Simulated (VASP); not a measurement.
Crystal: Y.

```
Y
1.0
     3.59511    0.00000    0.00000
    -1.79755    3.11345    0.00000
     0.00000    0.00000    5.57900
Y
2
Direct
  0.33333 0.66667 0.25000
  0.66667 0.33333 0.75000
```

Base run:

| Quantity | Value |
| --- | --- |
| Program | VASP 6.6.1 |
| Functional | PBEsol |
| Potentials or basis | VASP PAW PBE potentials, release 64 (Y_sv) |
| Cutoff | 700 eV |
| k mesh | 15 × 15 × 8 |
| Occupations | gaussian, width 0.1 eV |
| Spin | no spin polarisation |

Its results: band gap on the k mesh none (metal or under the smearing width); pressure 0.0 GPa.

**Question.** The run is repeated on the same cell with these changes: functional from PBEsol to r2SCAN; cutoff from 700 eV to 520 eV. What comes out?

**Answer.** Band gap on the k mesh none (metal or under the smearing width); pressure 3.2 GPa.

Caveats: the PAW data sets were made with another functional, which shifts forces and pressure a little.

Not every run made on this cell is shown here.
